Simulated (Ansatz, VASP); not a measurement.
# HfCr: VASP beside Ansatz

Aim: how closely do two programs agree when they are given the same cell, functional and k mesh? The cell is invented: As first built, before any earlier steps moved the atoms (in the runner's words): it takes the HfTi structure with some of its atoms replaced by other elements, volume scaled by an estimate. It may not be a known or stable phase. The cell is a member of a volume series, scaled by 0.94 from a relaxed one, so a pressure remains.

Calculated with Ansatz 0.2.0; plane waves, with VASP 6.6.1 beside it; single point at r2SCAN.

## (1) Set-up

Symmetry: P-6m2, No. 187, hexagonal system. The conventional cell has a = 3.049 Å, b = 3.049 Å, c = 4.380 Å, α = 90.00°, β = 90.00°, γ = 120.00°. Nearest to Hf lie 6 Cr at 2.81 Å and 6 Hf at 3.05 Å. Nearest to Cr lie 6 Hf at 2.81 Å and 6 Cr at 3.05 Å. As first built, before any earlier steps moved the atoms (in the runner's words): sites of the HfTi structure (space group 187) filled with other elements, volume scaled by an estimate. Farther neighbours are not listed.

## (2) Ansatz: single point, r2SCAN, volume scaled by 0.94

Ansatz runs on its default PAW (the set named soft_2) files.

A single point gives forces, pressure and levels at one fixed geometry, so differences don't come from the geometry; what else differs is listed under the comparison.

File input.yaml:

```yaml
crystal:
  lattice:
    - [3.0486997079, 0.0, 0.0]
    - [-1.524349854, 2.6402523107, 0.0]
    - [0.0, 0.0, 4.3796619746]
  atoms:
    - { symbol: Hf, position: [0.66666667, 0.33333333, 0.5], spin: -0.39 }
    - { symbol: Cr, position: [0.33333333, 0.66666667, 0.0], spin: 3.166 }
hamiltonian:
  xc: r2scan
  pseudopotentials: { kind: paw }
magnetization:
  spin_polarized: true
kpoints:
  mp_grid: { grid: [8, 8, 5] }
scf:
  occupations: { method: gaussian, width: 0.05 }
  n_extra_bands: 7
output:
  forces: true
  stress: true
  eigenvalues: true
  write_density: true
  write_potential: true
  elf: true
  volumetric_format: npy
```

Launch:

```bash
ansatz run input.yaml --threads 2 --pin off --max-ram 4608MiB --backend cpu --events-out ev --progress --plain --runs-dir out
```

Numbers of over 12 decimals in the logs are rounded to 6 here.

Log:

```text
scf.n_extra_bands = 7 over 20 filled bands (N_el = 40.0): the run solves 27 bands
Engine: ansatz 0.2.0, aarch64-unknown-linux-gnu
Pseudopotentials: kind: paw
Pseudopotential: Hf, paw, valence charge 26, recommended cutoff 500 eV (meta_gga), Hf.paw.azcp
Pseudopotential: Cr, paw, valence charge 14, recommended cutoff 500 eV (meta_gga), Cr.paw.azcp
Functional definition: r2SCAN
  parameter k0 = 0.174
  parameter k1 = 0.065
  parameter a1 = 4.9479
  exchange = r2scan_x(k0 = k0, k1 = k1, a1 = a1)
  correlation = r2scan_c
Crystal: 2 atoms, lattice volume = 35.253 Å³
Basis set: ecut = 500 eV, 915 PW (Γ), exchange–correlation on 96×96×128 points (64 copies of the dense FFT grid, shifted against one another)
Bands: 27, of which v1, the nominal top of the filled ones, is band 20 counted from 1 (19 counted from 0)
Symmetry: 12 space group operations
Space group: P-6m2 (ITA 187), of the structure as read, at distance tolerance 3.3e-5 Å
Magnetic group: BNS 187.209 (UNI 1439), of the structure as read, at distance tolerance 3.3e-5 Å
k-points: 30 of 320 (time reversal used)
Non-local potential: Hf, projectors of the file, l = 0: 3, l = 1: 2, l = 2: 2, l = 3: 3
Non-local potential: Cr, projectors of the file, l = 0: 3, l = 1: 2, l = 2: 3, l = 3: 1
PAW form: soft (Blöchl's): semilocal exchange-correlation on the pseudo side does not see the compensation charge
PAW frozen core: Hf, regenerated for the run's functional (the file was generated under x = pbe(κ = 0.804, μ = 0.219515), c = pbe(β = 0.066725))
PAW frozen core: Cr, regenerated for the run's functional (the file was generated under x = pbe(κ = 0.804, μ = 0.219515), c = pbe(β = 0.066725))
PAW one-centre angular grid: Hf, 974 points (default); XC on 160 Gauss nodes
PAW one-centre angular grid: Cr, 590 points (default); XC on 160 Gauss nodes
Initial density: superposition of atomic densities (chi_scale 0.1, normalization cell)
Starting moments: Σ|m| = 3.556 μB on 2 of 2 sites
Initial wavefunctions: pseudopotential atomic-orbital guess
Functional: x = r2scan, c = r2scan; τ floored in thin density (d = 2e-4 eV/Å³)
SCF iter   1: F=—  HF=-19115.366528 eV  |F-HF|=—  |Δ(HF+E_count)|=         —  Δρ=7.85e-2 (↑7.85e-2 ↓4.57e-2)  dr2=6.06e0  dr2_τ=2.99e-2  dr2_m=1.25e-1  M=2.362 μB ∫|m|=3.004 μB  β_m=1.00  ethr=3.10e-3  ⟨swp⟩=4.1  Hψ=5566  notcnv=0
Mixer restart at iter 1: flushing history
preconditioner: auto → Resta (q_TF=auto, 2.786 Å⁻¹)  ε∞=5.4  [insulator: Δε(μ)=0.072 eV  Ē_g=16.389 eV  σ=0.050 eV  W_gap=0.50  n_scr=20 (ndim 8)  ℏωp=34.3 eV  f_vac=0.000  D(μ)=2.75/eV (n_scr^D=34)  ε∞_Penn≈5.4]
spin=Collinear: Resta preconditioning applied to the charge; magnetization (m = ρ↑ − ρ↓) channel mixes plain (no charge-response kernel on spin).
SCF iter   2: F=—  HF=-19114.931056 eV  |F-HF|=—  |Δ(HF+E_count)|=   4.35e-1  Δρ=3.66e-2 (↑1.83e-2 ↓3.66e-2)  dr2=1.16e0  dr2_τ=6.53e-3  dr2_m=5.00e-2  M=2.372 μB ∫|m|=3.162 μB  β_m=1.00  ethr=3.10e-3  ⟨swp⟩=2.6  Hψ=3616  notcnv=0  defer=99  κ⁻¹=1.0e0(r=1)
preconditioner: auto → Kerker (q_TF=auto, 2.786 Å⁻¹)  [metal: Δε(μ)=0.038 eV  Ē_g=15.929 eV  σ=0.050 eV  W_gap=0.41  n_scr=20 (ndim 8)  ℏωp=34.3 eV  f_vac=0.000  D(μ)=1.54/eV (n_scr^D=20)]
spin=Collinear: Kerker preconditioning applied to the charge; magnetization (m = ρ↑ − ρ↓) channel mixes plain (no charge-response kernel on spin).
SCF iter   3: F=—  HF=-19114.857788 eV  |F-HF|=—  |Δ(HF+E_count)|=   7.33e-2  Δρ=1.31e-2 (↑1.29e-2 ↓1.31e-2)  dr2=1.73e-1  dr2_τ=2.68e-3  dr2_m=4.43e-3  M=2.404 μB ∫|m|=3.296 μB  β_m=1.00  ethr=2.90e-3  ⟨swp⟩=2.0  Hψ=2334  notcnv=0  defer=98  κ⁻¹=5.8e-2(r=2)
SCF iter   4: F=—  HF=-19114.856829 eV  |F-HF|=—  |Δ(HF+E_count)|=         —  Δρ=1.28e-2 (↑1.28e-2 ↓9.20e-3)  dr2=8.11e-2  dr2_τ=1.82e-3  dr2_m=1.40e-2  M=2.540 μB ∫|m|=3.453 μB  β_m=1.00  ethr=4.32e-4  ⟨swp⟩=2.0  Hψ=2129  notcnv=0  defer=100
Mixer restart at iter 4: flushing history
SCF iter   5: F=—  HF=-19114.862748 eV  |F-HF|=—  |Δ(HF+E_count)|=   5.92e-3  Δρ=8.60e-3 (↑8.60e-3 ↓6.35e-3)  dr2=5.05e-2  dr2_τ=9.25e-4  dr2_m=3.21e-3  M=2.609 μB ∫|m|=3.521 μB  β_m=1.00  ethr=2.03e-4  ⟨swp⟩=2.0  Hψ=1943  notcnv=0  defer=100  κ⁻¹=1.0e0(r=1)
SCF iter   6: F=—  HF=-19114.876880 eV  |F-HF|=—  |Δ(HF+E_count)|=   1.41e-2  Δρ=3.37e-3 (↑2.89e-3 ↓3.37e-3)  dr2=6.29e-3  dr2_τ=1.46e-4  dr2_m=1.80e-3  M=2.714 μB ∫|m|=3.632 μB  β_m=1.00  ethr=1.26e-4  ⟨swp⟩=2.5  Hψ=3061  notcnv=0  defer=100  κ⁻¹=1.4e-2(r=2)
SCF iter   7: F=—  HF=-19114.882742 eV  |F-HF|=—  |Δ(HF+E_count)|=   5.86e-3  Δρ=1.70e-3 (↑1.70e-3 ↓1.63e-3)  dr2=1.24e-3  dr2_τ=3.05e-5  dr2_m=6.28e-4  M=2.712 μB ∫|m|=3.624 μB  β_m=1.00  ethr=1.57e-5  ⟨swp⟩=2.0  Hψ=3136  notcnv=0  defer=100  κ⁻¹=6.2e-3(r=3)
SCF iter   8: F=—  HF=-19114.882955 eV  |F-HF|=—  |Δ(HF+E_count)|=   2.13e-4  Δρ=7.86e-4 (↑7.15e-4 ↓7.86e-4)  dr2=3.81e-4  dr2_τ=1.45e-5  dr2_m=8.95e-6  M=2.723 μB ∫|m|=3.637 μB  β_m=1.00  ethr=3.09e-6  ⟨swp⟩=2.5  Hψ=2495  notcnv=0  defer=100  κ⁻¹=2.5e-3(r=4)
SCF iter   9: F=—  HF=-19114.883357 eV  |F-HF|=—  |Δ(HF+E_count)|=   4.02e-4  Δρ=4.18e-4 (↑3.74e-4 ↓4.18e-4)  dr2=1.20e-4  dr2_τ=2.29e-6  dr2_m=1.65e-5  M=2.716 μB ∫|m|=3.628 μB  β_m=1.00  ethr=9.52e-7  ⟨swp⟩=2.0  Hψ=3071  notcnv=0  defer=100  κ⁻¹=3.0e-4(r=5)
SCF iter  10: F=—  HF=-19114.883497 eV  |F-HF|=—  |Δ(HF+E_count)|=   1.40e-4  Δρ=4.81e-4 (↑4.81e-4 ↓2.73e-4)  dr2=1.44e-4  dr2_τ=1.71e-6  dr2_m=2.34e-5  M=2.719 μB ∫|m|=3.632 μB  β_m=1.00  ethr=3.01e-7  ⟨swp⟩=2.0  Hψ=2808  notcnv=0  defer=100  κ⁻¹=1.2e-4(r=6)
SCF iter  11: F=—  HF=-19114.883533 eV  |F-HF|=—  |Δ(HF+E_count)|=   3.56e-5  Δρ=5.84e-4 (↑5.84e-4 ↓3.26e-4)  dr2=9.42e-5  dr2_τ=2.58e-6  dr2_m=5.65e-5  M=2.722 μB ∫|m|=3.637 μB  β_m=1.00  ethr=3.01e-7  ⟨swp⟩=2.0  Hψ=1872  notcnv=0  defer=100  κ⁻¹=5.4e-5(r=7)
SCF iter  12: F=—  HF=-19114.883579 eV  |F-HF|=—  |Δ(HF+E_count)|=   4.55e-5  Δρ=1.64e-4 (↑8.83e-5 ↓1.64e-4)  dr2=9.01e-6  dr2_τ=2.72e-7  dr2_m=3.11e-6  M=2.724 μB ∫|m|=3.638 μB  β_m=1.00  ethr=2.35e-7  ⟨swp⟩=2.0  Hψ=2816  notcnv=0  defer=100  κ⁻¹=6.2e-6(r=8)
SCF iter  13: F=—  HF=-19114.883587 eV  |F-HF|=—  |Δ(HF+E_count)|=   8.31e-6  Δρ=9.36e-5 (↑6.61e-5 ↓9.36e-5)  dr2=2.60e-6  dr2_τ=1.02e-7  dr2_m=1.38e-6  M=2.723 μB ∫|m|=3.636 μB  β_m=1.00  ethr=2.25e-8  ⟨swp⟩=2.0  Hψ=1894  notcnv=0  defer=100  κ⁻¹=5.6e-6(r=8)
SCF iter  14: F=—  HF=-19114.883593 eV  |F-HF|=—  |Δ(HF+E_count)|=   6.52e-6  Δρ=3.71e-5 (↑3.71e-5 ↓1.46e-5)  dr2=8.58e-7  dr2_τ=1.03e-8  dr2_m=1.03e-7  M=2.721 μB ∫|m|=3.634 μB  β_m=1.00  ethr=6.49e-9  ⟨swp⟩=2.0  Hψ=2821  notcnv=0  defer=100  κ⁻¹=5.5e-6(r=8)
SCF iter  15: F=—  HF=-19114.883594 eV  |F-HF|=—  |Δ(HF+E_count)|=   6.76e-7  Δρ=1.04e-5 (↑1.04e-5 ↓9.08e-6)  dr2=4.88e-8  dr2_τ=1.37e-9  dr2_m=8.48e-9  M=2.721 μB ∫|m|=3.634 μB  β_m=1.00  ethr=2.15e-9  ⟨swp⟩=2.0  Hψ=2627  notcnv=0  defer=100  κ⁻¹=8.7e-6(r=8)
SCF iter  16: F=—  HF=-19114.883594 eV  |F-HF|=—  |Δ(HF+E_count)|=   2.29e-7  Δρ=7.46e-6 (↑7.46e-6 ↓6.99e-6)  dr2=4.60e-8  dr2_τ=7.14e-10  dr2_m=1.60e-9  M=2.721 μB ∫|m|=3.634 μB  β_m=1.00  ethr=1.22e-10  ⟨swp⟩=2.0  Hψ=2821  notcnv=0  defer=100  κ⁻¹=1.2e-5(r=8)
SCF iter  17: F=-19114.883594 eV  HF=-19114.883594 eV  |F-HF|=5.96e-8  |Δ(HF+E_count)|=   2.86e-8  Δρ=1.26e-5 (↑1.26e-5 ↓3.26e-6)  dr2=8.96e-8  dr2_τ=9.57e-10  dr2_m=1.13e-8  M=2.721 μB ∫|m|=3.634 μB  ethr=1.15e-10  ⟨swp⟩=10.2  Hψ=10560  notcnv=0
SCF 1 converged in 17 iterations: F = -19114.883594 eV  dr2 = 8.96e-8
  greatest PAW one-centre occupation: 1.000 electrons in one spin orbital (limit 2), on the Cr atom at site 1 (counted from 0), in its partial waves of l = 0
this state was not tested for a lower state beside it, because the mixer in use, unlike msr1, does not test its closes by its own steps (another_mixer; see scf.mixing.algorithm and scf.lower_state_search)
SCF converged after 17 iterations
Magnetization: 2.7214 μB (21.3607 up, 18.6393 down)
Absolute magnetization: 3.6396 μB (∫|ρ↑−ρ↓|, with the PAW one-centre terms)
Spin contamination: 0.4136 ħ² per cell (⟨S²⟩ above its minimum at these occupations)
Per-site moments (μB) at R_I (Å): [(-0.229238, 1.158938), (2.975819, 1.158938)]
Free energy (F): -19114.883594 eV
Harris-Foulkes:  -19114.883594 eV  (|F-HF|=5.96e-8)
Internal energy: -19114.880991 eV  (E = F + TS)
E sigma→0 (E₀):  -19114.882293 eV
Entropy (-TS):   -0.002603 eV (-1.301 meV/atom)
Fermi energy:    18.719800 eV
--- Per-component energies (eV) ---
  E_band       = -160.408034
  E_kinetic    = 771.069958
  E_local      = -6521.748987  (includes V_loc(G=0)·N_el)
  E_nonlocal   = -1164.389107
  E_hartree    = 3028.264890
  E_xc         = -421.159333
  E_vxc        = -493.961465  (∫ρ·V_xc dr)
  E_paw        = -8159.911208  (= ΣΔE_a)
  E_vpaw       = 1164.715308  (= ΣTr[D̂ρ^β])
  E_aug_tail   = 0.000219  (compensation charges beyond the density's cutoff)
  E_vtau       = 27.371347  (kinetic-family band-sum trace: ∫τ·v_τ [+ j·A + Jᵃ·Aᵃ] dr)
  E_ewald      = -6647.056619
  E_core_change = 0.049194  (= ΣΔE_core)
  E_smearing   = -0.002603  (= −TS)
  E_closure    = 0.000000  (closes the sum)
  Σ components = -19114.883594   (vs F -19114.883594, Δ=0.00e0)
--- Forces (eV/Å), atoms counted from 1 ---
  atom   1  Hf     0.00000000     0.00000000     0.00000000
  atom   2  Cr    -0.00000000    -0.00000000     0.00000000
  max |Σ_I F_I| component: 1.67e-16 eV/Å
--- Stress (GPa, compression-positive) ---
        7.209311       0.000000       0.000000
        0.000000       7.209311       0.000000
        0.000000       0.000000       7.384245
  P = ⅓ Tr σ = 7.2676 GPa (72.676 kbar)
--- Band table (eV; the first three rows and the last of 60) ---
  k-point 0 ↑: bands = [... 16 lower, 14.8930, 17.3473, 17.3473, 17.5440, 17.5440, 19.3557, 20.3384, 20.8462, ... 3 higher]
  k-point 1 ↑: bands = [... 16 lower, 14.8577, 17.2177, 17.2177, 17.5512, 17.5512, 18.4071, 20.3043, 21.0450, ... 3 higher]
  k-point 2 ↑: bands = [... 16 lower, 14.2194, 17.1612, 17.1612, 17.3642, 17.3965, 17.3965, 20.0033, 21.4539, ... 3 higher]
  k-point 29 ↓: bands = [... 16 lower, 16.9616, 17.9814, 18.2592, 18.7629, 19.4274, 21.4027, 22.0817, 22.5879, ... 3 higher]
```

The job ended after 14 s (2 threads of Arm Neoverse V2, shared host; peak memory 0.46 GiB; 27 s of CPU time).

The run ends at a pressure of 7.27 GPa.

(Part 1 of 3 ends here.)

[Lines on the potential files, build, host, timing and source positions are cut from VASP's logs without a mark.]

[Logs are printed without paths, hosts, clocks, repeated set-up lines and the standing remarks that a program may print on its own settings, such as how far it seeks lower states.]

[Hosts, paths, dates, database ids (printed as entryN), source tags and the programs' standing remarks are cut or masked in the printed files.]
